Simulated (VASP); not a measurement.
Consider the following.

```
CELL_PARAMETERS angstrom
     -1.65000     1.65000     1.65000
      1.65000    -1.65000     1.65000
      1.65000     1.65000    -1.65000
ATOMIC_POSITIONS crystal
  Nb 0.00000 0.00000 0.00000
```

These are PBE GGA, VASP's PBE PAW potentials (set 64) (plane waves; VASP) values and carry that method's errors. Numerical set-up: 400 eV cut-off, 12×12×12 Γ-centred mesh, first-order Methfessel-Paxton smearing of 0.10 eV, potentials Nb_sv.

Q: What does the run give for the energy per atom (σ→0), band gap (on the k-mesh) with the smallest direct gap where there is one?

A: 
| Item | Value |
|---|---|
| band gap (on the k-mesh) | none (metal, semimetal or under 0.01 eV) |
| energy per atom (σ→0) | -10.226 eV/atom |

The absolute energy has meaning only against runs of the same code, potentials and settings.

The compound is Nb in the bcc structure. The cell was not relaxed at this level.
